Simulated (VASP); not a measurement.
An input for Ansatz (written as the equivalent of a VASP run, and not itself run):

Ansatz 0.2 input:
```yaml
crystal:
  lattice:
    - [0.0000000, 2.3500000, 2.3500000]
    - [2.3500000, 0.0000000, 2.3500000]
    - [2.3500000, 2.3500000, 0.0000000]
  atoms:
    - { symbol: Cd, position: [0.0000000, 0.0000000, 0.0000000] }
    - { symbol: O, position: [0.5000000, 0.5000000, 0.5000000] }
kpoints:
  mp_grid: { grid: [6, 6, 6] }
hamiltonian:
  xc: lda
  pseudopotentials: { kind: paw }
scf:
  occupations: { method: fermi_dirac, width: 0.02 }
  max_iter: 100
output: { forces: true, stress: true, eigenvalues: true }
```

### Question
Write the VASP files for the same calculation (LDA).

### Answer
One answer among several that fit: 
INCAR:
```
SYSTEM = CdO
PREC = Accurate
ENCUT = 400
EDIFF = 1E-6
NELM = 100
ALGO = Normal
LREAL = .FALSE.
LASPH = .TRUE.
ISMEAR = -1
SIGMA = 0.02
LMAXMIX = 4
LWAVE = .FALSE.
LCHARG = .FALSE.
ISIF = 2
```

### POSCAR
```
CdO
1.0
  0.0000000000   2.3500000000   2.3500000000
  2.3500000000   0.0000000000   2.3500000000
  2.3500000000   2.3500000000   0.0000000000
Cd O
1 1
Cartesian
  0.0000000000   0.0000000000   0.0000000000
  2.3500000000   2.3500000000   2.3500000000
```

**KPOINTS**
```
Automatic mesh
0
Gamma
6 6 6
0 0 0
```

POTCAR, in this order: Cd O (LDA.64 set). Program: vasp_std.

The two are equivalent in intent, not identical: each code has its own PAW files, so the cut-off isn't converted (ENCUT is set for VASP's; basis.ecutwfc is left out, and Ansatz then takes the one that its files recommend); Ansatz stops its SCF on the density residual and VASP on the energy change (EDIFF); Ansatz's lda is the Perdew-Wang form, while the LDA potentials of VASP carry Perdew-Zunger's.

The structure is a typed CdO crystal (Fm-3m). The cell was not relaxed at this level. The k-mesh is coarse (spacing up to 0.39 per Å, 2π included), so the numbers may not be converged in it. The run is one of a series of settings (GGA removed, POTCAR Cd O (LDA.64 set) against the base run), some of them coarse on purpose.
